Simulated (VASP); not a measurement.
The input files of a VASP run:

File POSCAR:
```
TiSb
1
   -1.9291080000     1.9291080000     6.5310100000
    1.9291080000    -1.9291080000     6.5310100000
    1.9291080000     1.9291080000    -6.5310100000
Ti Sb
2 2
Direct
  0.7500000000   0.7500000000   0.0000000000
  0.5000000000   0.0000000000   0.5000000000
  0.1660000000   0.1660000000   0.0000000000
  0.9160000000   0.4160000000   0.5000000000
```

KPOINTS:
```
Automatic mesh
0
gamma
  10 10 10
```

### INCAR
```
SYSTEM = TiSb
PREC = Accurate
ENCUT = 400
EDIFF = 1E-5
NELM = 100
ALGO = Normal
LREAL = .FALSE.
LASPH = .TRUE.
ISMEAR = 1
SIGMA = 0.1
GGA = PE
LMAXMIX = 4
LWAVE = .FALSE.
LCHARG = .FALSE.
ISIF = 2
```

POTCAR, in this order: Ti_sv Sb (PBE.64 set). Program: vasp_std.

Write an equivalent input for Ansatz.

One equivalent input (not run):
Ansatz 0.2 input:
```yaml
crystal:
  lattice:
    - [-1.9291080, 1.9291080, 6.5310100]
    - [1.9291080, -1.9291080, 6.5310100]
    - [1.9291080, 1.9291080, -6.5310100]
  atoms:
    - { symbol: Ti, position: [0.7500000, 0.7500000, 0.0000000] }
    - { symbol: Ti, position: [0.5000000, 0.0000000, 0.5000000] }
    - { symbol: Sb, position: [0.1660000, 0.1660000, 0.0000000] }
    - { symbol: Sb, position: [0.9160000, 0.4160000, 0.5000000] }
kpoints:
  mp_grid: { grid: [10, 10, 10] }
hamiltonian:
  xc: pbe
  pseudopotentials: { kind: paw }
scf:
  occupations: { method: methfessel_paxton, width: 0.1 }
  max_iter: 100
output: { forces: true, stress: true, eigenvalues: true }
```
What does not carry over: each code has its own PAW files, so the cut-off isn't converted (ENCUT is set for VASP's; basis.ecutwfc is left out, and Ansatz then takes the one that its files recommend); Ansatz stops its SCF on the density residual and VASP on the energy change (EDIFF).

The structure was generated: TiSb was put into the NbAs type (I4_1md), which need not be its known phase. The cell was not relaxed at this level. The run is one of a series of settings (EDIFF = 1E-5 against the base run), some of them coarse on purpose.
